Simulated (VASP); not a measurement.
Method: RPBE GGA, VASP's PBE PAW potentials (set 64) (plane waves; VASP).

Input for VASP

**INCAR**
```
SYSTEM = Ba
PREC = Accurate; ENCUT = 520; LREAL = .False.
LASPH = .True.
EDIFF = 1E-7; NELM = 100; ALGO = Normal
LMAXMIX = 4
ISMEAR = 1; SIGMA = 0.1
GGA = RP
ISIF = 2
LWAVE = .False.; LCHARG = .False.
```

POSCAR:
```
Ba
1
   -2.6068480041     2.6068480041     2.6068480041
    2.6068480041    -2.6068480041     2.6068480041
    2.6068480041     2.6068480041    -2.6068480041
Ba
1
Direct
  0.0000000000   0.0000000000   0.0000000000
```

KPOINTS:
```
K-points
0
Gamma
 10 10 10
```

POTCAR, in this order: Ba_sv (PBE.64 set). Program: vasp_std.

The run wrote:

OUTCAR:
```
 ion  position               nearest neighbor table
   1  0.000  0.000  0.000-
  LATTYP: Found a body centered cubic cell.
 ALAT       =     5.2136960082
 Subroutine PRICEL returns:
 Original cell was already a primitive cell.
 Subroutine GETGRP returns: Found 48 space group operations
The static configuration has the point symmetry O_h .
The dynamic configuration has the point symmetry O_h .
 Subroutine INISYM returns: Found 48 space group operations
 Subroutine IBZKPT returns following result:
 Found     47 irreducible k-points:

 Following reciprocal coordinates:
            Coordinates               Weight
  0.000000  0.000000  0.000000      1.000000
  0.100000  0.000000  0.000000     12.000000
  0.200000  0.000000  0.000000     12.000000
  0.300000  0.000000  0.000000     12.000000
  0.400000  0.000000  0.000000     12.000000
  0.500000  0.000000  0.000000      6.000000
  0.100000  0.100000  0.000000     24.000000
  0.200000  0.100000  0.000000     48.000000
  0.300000  0.100000  0.000000     48.000000
  0.400000  0.100000  0.000000     48.000000
...
```

File OSZICAR:
```
       N       E                     dE             d eps       ncg     rms          rms(c)
DAV:   1     0.604954475312E+02    0.60495E+02   -0.41740E+03   846   0.893E+02
DAV:   2     0.104441534169E+01   -0.59451E+02   -0.58284E+02  1023   0.150E+02
DAV:   3    -0.160358001721E+01   -0.26480E+01   -0.26338E+01  1090   0.381E+01
DAV:   4    -0.167594358629E+01   -0.72364E-01   -0.72227E-01  1368   0.524E+00
DAV:   5    -0.167654684269E+01   -0.60326E-03   -0.60321E-03  1188   0.363E-01    0.148E+00
DAV:   6    -0.168042113285E+01   -0.38743E-02   -0.38151E-03  1197   0.696E-01    0.895E-01
DAV:   7    -0.168453579353E+01   -0.41147E-02   -0.10891E-02   926   0.132E+00    0.541E-02
DAV:   8    -0.168480647646E+01   -0.27068E-03   -0.48283E-04  1293   0.204E-01    0.252E-02
DAV:   9    -0.168482873562E+01   -0.22259E-04   -0.18453E-05  1253   0.323E-02    0.924E-03
DAV:  10    -0.168483420730E+01   -0.54717E-05   -0.13697E-05  1080   0.340E-02    0.108E-03
DAV:  11    -0.168483417008E+01    0.37220E-07   -0.63514E-07  1404   0.435E-03
   1 F= -.16848342E+01 E0= -.16850742E+01  d E =0.720166E-03
```

### OUTCAR
```
------------------------ aborting loop because EDIFF is reached ----------------------------------------
  FORCE on cell =-STRESS in cart. coord.  units (eV):
  Direction    XX          YY          ZZ          XY          YZ          ZX
  --------------------------------------------------------------------------------------
  Total       -0.0984828     -0.0984828     -0.0984828      0.0000000     -0.0000000      0.0000000
  in kB       -2.2267100     -2.2267100     -2.2267100      0.0000000     -0.0000000      0.0000000
  external PRESSURE =      -2.2267100 kB  Pullay stress =       0.0000000 kB
  volume of cell :       70.86
      direct lattice vectors                 reciprocal lattice vectors
    -2.606848004  2.606848004  2.606848004     0.000000000  0.191802514  0.191802514
     2.606848004 -2.606848004  2.606848004     0.191802514  0.000000000  0.191802514
     2.606848004  2.606848004 -2.606848004     0.191802514  0.191802514  0.000000000
 POSITION                                       TOTAL-FORCE (eV/Angst)
 -----------------------------------------------------------------------------------
      0.00000      0.00000      0.00000        -0.000000     -0.000000      0.000000
 -----------------------------------------------------------------------------------
    total drift:                               -0.000000      0.000000      0.000000
  FREE ENERGIE OF THE ION-ELECTRON SYSTEM (eV)
  ---------------------------------------------------
  free  energy   TOTEN  =        -1.6848341701 eV

  energy  without entropy=       -1.6855543360  energy(sigma->0) =       -1.68507423
```
(Selected blocks of OUTCAR.)

### OUTCAR
```
 val. band max:        1.3540001813   @ k =   0.3000   0.3000   0.0000

 cond. band min:       1.3867465389   @ k =  -0.4000  -0.4000   0.1000


 Fermi energy:         1.3727722098

 k-point     1 :       0.0000    0.0000    0.0000
  band No.  band energies     occupation
      1     -27.7506      2.00000
      2     -12.7655      2.00000
      3     -12.7655      2.00000
      4     -12.7655      2.00000
      5      -1.2800      2.00000
      6       3.1188     -0.00000
      7       3.1188     -0.00000
      8       3.1188     -0.00000
      9       4.3428      0.00000

 k-point     2 :       0.1000    0.0000    0.0000
  band No.  band energies     occupation
      1     -27.7482      2.00000
      2     -12.7962      2.00000
      3     -12.7752      2.00000
      4     -12.7656      2.00000
      5      -1.1182      2.00000
      6       2.9876     -0.00000
      7       3.0377     -0.00000
      8       3.2830     -0.00000
      9       4.1553      0.00000

 k-point     3 :       0.2000    0.0000    0.0000
  band No.  band energies     occupation
      1     -27.7419      2.00000
      2     -12.8748      2.00000
      3     -12.8006      2.00000
      4     -12.7658      2.00000
      5      -0.6706      2.00000
      6       2.6922     -0.00000
      7       2.6955     -0.00000
      8       3.7641      0.00000
      9       4.0653      0.00000

 k-point     4 :       0.3000    0.0000    0.0000
  band No.  band energies     occupation
      1     -27.7341      2.00000
      2     -12.9691      2.00000
      3     -12.8315      2.00000
      4     -12.7662      2.00000
      5      -0.0669      2.00000
      6       2.3029     -0.00000
      7       2.3915     -0.00000
      8       4.2182      0.00000
      9       4.4739      0.00000

 k-point     5 :       0.4000    0.0000    0.0000
  band No.  band energies     occupation
      1     -27.7278      2.00000
      2     -13.0430      2.00000
      3     -12.8563      2.00000
...
```

Unless said otherwise, spin-orbit coupling is left out, though it shifts the bands of the heavy elements here.

The compound is Ba in the bcc structure. This cell is one point of a volume scan, at 1.03 of the reference volume.
